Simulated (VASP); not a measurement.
Consider the following.

```
CELL_PARAMETERS angstrom
      0.00000     2.75807     2.75807
      2.75807     0.00000     2.75807
      2.75807     2.75807     0.00000
ATOMIC_POSITIONS crystal
  Ca 0.00000 0.00000 0.00000
  F  0.25000 0.25000 0.25000
  F  0.75000 0.75000 0.75000
```

Method: PBE GGA, VASP's PBE PAW potentials (set 64) (plane waves; VASP 6.6.1). Settings: 520 eV cut-off, 8×8×8 Γ-centred mesh, tetrahedra with Blöchl corrections, potentials Ca_sv F.

Question: What does the run give for the energy per atom (σ→0), band gap (on the k-mesh) with the smallest direct gap where there is one?

Answer: 
```
Property                                     Result
-----------------------------------  --------------
band gap (on the k-mesh)                    7.10 eV
smallest direct gap (on the k-mesh)         7.35 eV
energy per atom (σ→0)                -5780 meV/atom
```

Total energies compare only between runs with the same potentials, cut-off and functional.

The compound is CaF2 in the fluorite structure. It was relaxed first.
